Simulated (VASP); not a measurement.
For cubic NaCl (rock salt), PBE GGA, VASP's PBE PAW potentials (set 64) run with VASP gives ε∞ = 2.49, a static ε₀ = 6.39 and a transverse optical mode at 155 cm⁻¹.

Problem. Estimate the longitudinal optical frequency at Γ.

Solution. By the Lyddane-Sachs-Teller relation, ω_LO = ω_TO √(ε₀/ε∞) = 155 × √(6.39/2.49) = 248 cm⁻¹.

Measured: ε∞ 2.33 at 297 K (computed value off by +6.7 %), as given by H. H. Li, Journal of Physical and Chemical Reference Data (1976), doi:10.1063/1.555536 [long-wavelength limit of the electronic terms of a dispersion formula fitted to measured refractive indices over 0.2-30.0 um; lattice terms left out].

The compound is NaCl in the rock salt structure. It was relaxed first.
